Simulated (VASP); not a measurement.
Input:

```xyz
3
Lattice="0.0000 2.5776 2.5776 2.5776 0.0000 2.5776 2.5776 2.5776 0.0000" Properties=species:S:1:pos:R:3 pbc="T T T"
Hf     0.0000     0.0000     0.0000
O      1.2888     1.2888     1.2888
O      3.8664     3.8664     3.8664
```

These are vdW-DF2, VASP's PBE PAW potentials (set 64) (plane waves; VASP) values and carry that method's errors. Settings: 520 eV cut-off, Gaussian smearing of 0.050 eV, potentials Hf_pv O.

Unless said otherwise, spin-orbit coupling is left out, though it shifts the bands of the heavy elements here.

### Question
Give the energies of bands 6 to 14 at the high-symmetry points, in eV from the valence-band maximum.

### Answer

```tsv
band	Γ	X	U	L	W
6	-4.91	-6.00	-5.39	-3.95	-4.92
7	-4.91	-3.23	-3.73	-3.95	-4.69
8	-4.91	-3.23	-3.11	-2.87	-2.37
9	-0.57	-1.41	-2.05	-2.54	-2.37
10	-0.57	-1.41	-1.22	-1.70	-1.28
11	-0.57	0.00	-0.31	-1.70	-0.19
12	3.81	3.72	4.20	4.43	4.64
13	3.81	5.21	5.14	4.43	4.91
14	5.64	6.29	6.57	6.59	6.73
```

The gap is direct, 3.72 eV, from the valence maximum at X to the conduction minimum at X.

The compound is HfO2 in the fluorite structure, the high-temperature cubic form, which is unstable at 0 K; the monoclinic form is the stable one. It was relaxed first.
